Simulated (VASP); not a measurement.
Here is the system:

```yaml
crystal:
  lattice:
    - [1.50275, -2.60284, 0.00000]
    - [1.50275, 2.60284, 0.00000]
    - [0.00000, 0.00000, 5.93302]
  atoms:
    - { symbol: Cd, position: [0.33333, 0.66667, 0.25000] }
    - { symbol: Cd, position: [0.66667, 0.33333, 0.75000] }
```

Calculation: PBE GGA, VASP's PBE PAW potentials (set 64) (plane waves; VASP). Numerical set-up: 520 eV cut-off, 14×14×6 Γ-centred mesh, first-order Methfessel-Paxton smearing of 0.10 eV, potentials Cd.

Q: What does the run give for the energy per atom (σ→0), band gap (on the k-mesh) with the smallest direct gap where there is one?

A: 
```json
{
  "band gap (on the k-mesh)": "none (metal, semimetal or under 0.01 eV)",
  "energy per atom (σ→0)": "-741 meV/atom"
}
```

Total energies compare only between runs with the same potentials, cut-off and functional.

The compound is Cd in the hcp structure. It was relaxed first, which changed the volume by +7 %.
